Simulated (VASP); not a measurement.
```
CELL_PARAMETERS angstrom
      4.00192     0.00000     0.00000
      0.00000     4.00192     0.00000
      0.00000     0.00000     4.00192
ATOMIC_POSITIONS crystal
  Ba 0.00000 0.00000 0.00000
  Ti 0.50000 0.50000 0.50000
  O  0.50000 0.00000 0.50000
  O  0.00000 0.50000 0.50000
  O  0.50000 0.50000 0.00000
```

The numbers are results of SCAN meta-GGA, VASP's PBE PAW potentials (set 64) (plane waves; VASP), not measurements. Run with 520 eV cut-off, 6×6×6 Γ-centred mesh, Gaussian smearing of 0.050 eV, potentials Ba_sv Ti_sv O.

Q: The job: BaTiO₃ (cubic perovskite), 5 atoms, SCAN, static run, 520 eV, 6×6×6 Γ-centred mesh. Roughly how much core time does it take on a busy server core?

A: About 2 core-minutes (one run on a shared machine, a rough figure). It had 20 irreducible k-points, 24 bands, up to 1755 plane waves and 21 electronic steps.

The compound is BaTiO3 in the cubic perovskite structure, the ideal cubic form; the compound distorts at low or room temperature. It was relaxed first.
